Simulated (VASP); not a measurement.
```yaml
crystal:
  lattice:
    - [4.36731, 0.00000, 0.00000]
    - [0.00000, 4.36731, 0.00000]
    - [0.00000, 0.00000, 3.24108]
  atoms:
    - { symbol: Hg, position: [0.50000, 0.00000, 0.21235] }
    - { symbol: Hg, position: [0.00000, 0.50000, 0.78765] }
    - { symbol: O, position: [0.00000, 0.00000, 0.00000] }
    - { symbol: O, position: [0.50000, 0.50000, 0.00000] }
```

The numbers are results of PBEsol GGA, VASP's PBE PAW potentials (set 64) (plane waves; VASP 6.6.1), not measurements. Settings: 520 eV cut-off, Gaussian smearing of 0.050 eV, potentials Hg O.

Without a dispersion term in the relaxation, distances and binding between the weakly bound layers, chains or molecules are unreliable, and so is what depends on them. Unless said otherwise, spin-orbit coupling is left out, though it shifts the bands of the heavy elements here.

Question: Estimate the band gap (along the path) with the smallest direct gap where there is one.

Answer: 
```yaml
band gap (along the path): none (metal, semimetal or under 0.01 eV)
```

Only differences to runs with the same potentials and settings are physical.

The structure was generated: HgO was put into the litharge type (P4/nmm), which need not be its known phase. It was relaxed first, which changed the volume by +5 %.
